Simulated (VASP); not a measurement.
W (bcc): the lattice constant a from VASP (plane waves, PAW) at several levels of theory. Static lattice.

```tsv
level	lattice constant a (Å)	error against measurement
LDA	3.141	-0.6 %
PBE	3.185	+0.8 %
PBEsol	3.155	-0.1 %
RPBE	3.198	+1.2 %
AM05	3.150	-0.3 %
PBE-D3(BJ)	3.160	+0.0 %
PBE-D4	3.162	+0.1 %
optB88-vdW	3.184	+0.8 %
rev-vdW-DF2	3.171	+0.3 %
revTPSS	3.162	+0.1 %
SCAN	3.152	-0.3 %
r2SCAN	3.173	+0.4 %
r2SCAN+rVV10	3.168	+0.2 %
```

Measured: 3.160 Å at 0 K (as given by Daniel Mejia-Rodriguez et al., Physical Review B (2018), arXiv:1807.09216; static lattice: zero-point anharmonic expansion removed).

The cell of the LDA run:

```yaml
crystal:
  lattice:
    - [-1.57044, 1.57044, 1.57044]
    - [1.57044, -1.57044, 1.57044]
    - [1.57044, 1.57044, -1.57044]
  atoms:
    - { symbol: W, position: [0.00000, 0.00000, 0.00000] }
```

Only levels that ran to the end are used. Left out are those held back, those with too coarse a band path, GW runs whose mesh misses a band edge, hybrids' fits of cells that aren't cubic and levels without matching references; a question may draw on a part of the rest.

The compound is W in the bcc structure.
